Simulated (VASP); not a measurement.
A convergence study with VASP on TlBr (CsCl type): one setting is varied, all else stays as given below, so the limit is that of these other settings. Each run relaxes cell and ions from the cell shown. The basis is that of the starting cell, so low cut-offs carry a Pulay error.

```
TlBr
1.0
    3.99000     0.00000     0.00000
    0.00000     3.99000     0.00000
    0.00000     0.00000     3.99000
Tl Br
1 1
Direct
  0.00000   0.00000   0.00000
  0.50000   0.50000   0.50000
```

The numbers are results of PBE GGA, VASP's PBE PAW potentials (set 64) (plane waves; VASP 6.6.1), not measurements. The tightest run used: 700 eV cut-off, 6×6×6 Γ-centred mesh, Gaussian smearing of 0.050 eV, potentials Tl_d Br.

Gaps are read on the run's mesh, which can miss a band edge.

```json
[
 {"setting": "ENCUT = 200", "relaxed volume (Å³/atom)": "28.332", "E (eV/atom)": "-2.8279", "gap on the mesh (eV)": "1.547", "plane waves": "437"},
 {"setting": "ENCUT = 250", "relaxed volume (Å³/atom)": "32.560", "E (eV/atom)": "-2.7715", "gap on the mesh (eV)": "1.946", "plane waves": "587"},
 {"setting": "ENCUT = 300", "relaxed volume (Å³/atom)": "32.938", "E (eV/atom)": "-2.7717", "gap on the mesh (eV)": "1.974", "plane waves": "768"},
 {"setting": "ENCUT = 350", "relaxed volume (Å³/atom)": "32.770", "E (eV/atom)": "-2.7692", "gap on the mesh (eV)": "1.962", "plane waves": "968"},
 {"setting": "ENCUT = 400", "relaxed volume (Å³/atom)": "33.085", "E (eV/atom)": "-2.7716", "gap on the mesh (eV)": "1.985", "plane waves": "1189"}
]
```

### Question
These are the cheaper rows. Estimate the results at ENCUT = 700, and how far the last row shown lies from them.

### Answer

```
quantity                  tightest run  last row shown is off by
------------------------  ------------  ------------------------
relaxed volume (Å³/atom)        33.273                    -0.187
E (eV/atom)                    -2.7725                    0.0009
gap on the mesh (eV)             1.998                    -0.014
```

Left out are rungs that failed or repeat a setting and relaxations that didn't move; long series are thinned to 24 rows.

The compound is TlBr in the CsCl type structure.
